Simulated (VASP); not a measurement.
```xyz
2
Lattice="1.7980 -3.1141 0.0000 1.7980 3.1141 0.0000 0.0000 0.0000 5.5247" Properties=species:S:1:pos:R:3 pbc="T T T"
Ho     1.7980     1.0381     1.3812
Ho     1.7980    -1.0381     4.1435
```

Level of theory: r2SCAN+rVV10, VASP's PBE PAW potentials (set 64) (plane waves; VASP). Numerical set-up: 520 eV cut-off, 13×13×8 Γ-centred mesh, tetrahedra with Blöchl corrections, potentials Ho_3.

The 4f electrons are frozen in the core of the lanthanide potential, so 4f levels, which can set the real gap, and their magnetism are missing.

Q: Give the energies of bands 7 to 12 at the high-symmetry points, in eV from the Fermi level.

A: 
| band | Γ | M | K | A | L | H |
|---|---|---|---|---|---|---|
| 7 | -5.54 | -2.04 | -0.85 | -3.81 | -1.97 | -0.48 |
| 8 | -2.20 | -1.41 | -0.85 | -3.81 | -1.97 | -0.48 |
| 9 | 1.15 | -0.92 | -0.85 | 1.24 | 0.15 | -0.46 |
| 10 | 2.10 | -0.21 | -0.57 | 1.24 | 0.15 | -0.46 |
| 11 | 2.10 | 1.74 | 1.38 | 2.00 | 1.59 | 0.49 |
| 12 | 2.73 | 1.81 | 1.38 | 2.00 | 1.59 | 0.49 |

It has no gap at this level: it comes out as a metal or semimetal.

The compound is Ho in the hcp structure. It was relaxed first.
